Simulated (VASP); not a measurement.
Output of a VASP run:

OSZICAR:
```
       N       E                     dE             d eps       ncg     rms          rms(c)
DAV:   1    -0.405512208293E+04   -0.40551E+04   -0.12319E+04   600   0.668E+02
DAV:   2    -0.428607657537E+04   -0.23095E+03   -0.22803E+03   650   0.228E+02
DAV:   3    -0.430257993437E+04   -0.16503E+02   -0.16459E+02   576   0.691E+01
DAV:   4    -0.430287115522E+04   -0.29122E+00   -0.29063E+00   676   0.948E+00
DAV:   5    -0.210131997643E+02    0.42819E+04   -0.15504E+01   592   0.339E+01    0.232E+01
DAV:   6    -0.203488281319E+02    0.66437E+00   -0.17543E+00   660   0.993E+00    0.156E+01
DAV:   7    -0.203109340290E+02    0.37894E-01   -0.74529E-01   764   0.536E+00    0.101E+01
DAV:   8    -0.203126571505E+02   -0.17231E-02   -0.75058E-02   664   0.146E+00    0.594E+00
DAV:   9    -0.203073288302E+02    0.53283E-02   -0.71146E-03   660   0.500E-01    0.331E+00
DAV:  10    -0.203061986645E+02    0.11302E-02   -0.32311E-03   622   0.326E-01    0.179E+00
DAV:  11    -0.203062244693E+02   -0.25805E-04   -0.96633E-04   630   0.198E-01    0.973E-01
DAV:  12    -0.203063634015E+02   -0.13893E-03   -0.34087E-04   606   0.122E-01    0.535E-01
DAV:  13    -0.203064789516E+02   -0.11555E-03   -0.15458E-04   598   0.778E-02    0.297E-01
DAV:  14    -0.203065515782E+02   -0.72627E-04   -0.67247E-05   622   0.492E-02    0.165E-01
DAV:  15    -0.203065920864E+02   -0.40508E-04   -0.27828E-05   604   0.318E-02    0.906E-02
DAV:  16    -0.203066128856E+02   -0.20799E-04   -0.12243E-05   622   0.208E-02    0.494E-02
DAV:  17    -0.203066232632E+02   -0.10378E-04   -0.55434E-06   538   0.140E-02    0.267E-02
DAV:  18    -0.203066282921E+02   -0.50289E-05   -0.26993E-06   502   0.971E-03    0.144E-02
DAV:  19    -0.203066308017E+02   -0.25096E-05   -0.12188E-06   426   0.640E-03    0.804E-03
DAV:  20    -0.203066320753E+02   -0.12736E-05   -0.70289E-07   428   0.451E-03    0.459E-03
DAV:  21    -0.203066326727E+02   -0.59734E-06   -0.32471E-07   386   0.304E-03
   1 F= -.20306633E+02 E0= -.20306633E+02  d E =-.125127E-19
```

OUTCAR:
```
------------------------ aborting loop because EDIFF is reached ----------------------------------------
  FORCE on cell =-STRESS in cart. coord.  units (eV):
  Direction    XX          YY          ZZ          XY          YZ          ZX
  --------------------------------------------------------------------------------------
  Total      -23.2841814    -23.2841814    -23.2841814      0.0000000      0.0000000     -0.0000000
  in kB     -210.5261593   -210.5261593   -210.5261593      0.0000000      0.0000000     -0.0000000
  external PRESSURE =    -210.5261593 kB  Pullay stress =       0.0000000 kB
  volume of cell :      177.20
      direct lattice vectors                 reciprocal lattice vectors
     5.616794000  0.000000000  0.000000000     0.178037507  0.000000000  0.000000000
     0.000000000  5.616794000  0.000000000     0.000000000  0.178037507  0.000000000
     0.000000000  0.000000000  5.616794000     0.000000000  0.000000000  0.178037507
 POSITION                                       TOTAL-FORCE (eV/Angst)
 -----------------------------------------------------------------------------------
      0.00000      0.00000      0.00000         0.000000      0.000000      0.000000
      2.80840      2.80840      2.80840         0.000000      0.000000      0.000000
      0.00000      2.80840      2.80840         0.000000      0.000000      0.000000
      2.80840      0.00000      2.80840         0.000000      0.000000      0.000000
      2.80840      2.80840      0.00000         0.000000      0.000000      0.000000
 -----------------------------------------------------------------------------------
    total drift:                               -0.000001      0.000000     -0.000001
  FREE ENERGIE OF THE ION-ELECTRON SYSTEM (eV)
  ---------------------------------------------------
  free  energy   TOTEN  =       -20.3066326727 eV

  energy  without entropy=      -20.3066326727  energy(sigma->0) =      -20.30663267

  exchange ACFDT corr.  =         0.00000000  see jH, gK, PRB 81, 115126
```
(Selected blocks of OUTCAR.)

**POSCAR**
```
CsPbCl3
1
    5.6167940000     0.0000000000     0.0000000000
    0.0000000000     5.6167940000     0.0000000000
    0.0000000000     0.0000000000     5.6167940000
Cs Pb Cl
1 1 3
Direct
  0.0000000000   0.0000000000   0.0000000000
  0.5000000000   0.5000000000   0.5000000000
  0.0000000000   0.5000000000   0.5000000000
  0.5000000000   0.0000000000   0.5000000000
  0.5000000000   0.5000000000   0.0000000000
```

**Question.** Reconstruct the remaining input files.

**Answer.** One answer among several that fit: the input of the run itself, HSE06 screened hybrid, plane waves, VASP's PBE PAW potentials (set 64).

### INCAR
```
! general
SYSTEM   = CsPbCl3
PREC     = Accurate
ENCUT    = 180
LREAL    = .FALSE.
LASPH    = .TRUE.
ISYM     = 3

! electronic loop
EDIFF    = 1E-6
NELM     = 100
ALGO     = Normal
LMAXMIX  = 4

! smearing
ISMEAR   = 0
SIGMA    = 0.01

! functional
GGA      = PE
LHFCALC  = .TRUE.
AEXX     = 0.25
HFSCREEN = 0.2
PRECFOCK = Fast

! ions
ISIF     = 2

! output
LWAVE    = .FALSE.
LCHARG   = .FALSE.
```

KPOINTS:
```
Automatic mesh
0
Gamma
5 5 5
0 0 0
```

POTCAR, in this order: Cs_sv Pb_d Cl (PBE.64 set). Program: vasp_std.

At this cut-off the stress carries a Pulay error, which pulls relaxed volumes low.

The structure comes from a computed database's CsPbCl3 entry; how it stands against other phases isn't given here. The cell was not relaxed at this level. The run is one of a series of settings (ENCUT = 180 against the base run), some of them coarse on purpose.
